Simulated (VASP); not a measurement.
Here is the system:

```xyz
4
Lattice="1.9856 -3.4392 0.0000 1.9856 3.4392 0.0000 0.0000 0.0000 5.1613" Properties=species:S:1:pos:R:3 pbc="T T T"
Ni     0.0000     0.0000     2.5806
Ni     0.0000     0.0000     0.0000
Sb     1.9856     1.1464     1.2903
Sb     1.9856    -1.1464     3.8710
```

Method: PBE GGA, VASP's PBE PAW potentials (set 64) (plane waves; VASP 6.6.1). Numerical set-up: 480 eV cut-off, 8×8×6 Γ-centred mesh, first-order Methfessel-Paxton smearing of 0.10 eV, potentials Ni Sb.

Energy and stress use the plane-wave basis of the starting cell.

Task: The ions, cell shape and volume at an external pressure of 5.0 GPa are relaxed. What does this cell relax into?

Result: 
```xyz
4
Lattice="1.9597 -3.3943 0.0000 1.9597 3.3943 0.0000 0.0000 0.0000 5.0951" Properties=species:S:1:pos:R:3 pbc="T T T"
Ni     0.0000     0.0000     2.5476
Ni     0.0000     0.0000     5.0951
Sb     1.9597     1.1314     1.2738
Sb     1.9597    -1.1314     3.8214
```
Space group P6_3/mmc (194), at a tolerance of 0.03 Å.

Task: How do energy and volume change from the first to the last step?

Result: The energy (σ→0) changes by +10.6 meV/atom and the volume by -3.8 %, in 3 ionic steps.

The compound is NiSb in the NiAs type structure. This run relaxes it under an external pressure of 5 GPa. Symmetry was kept, so distortions that lower it aren't found. The run is not spin-polarised, so no magnetic state was tried.
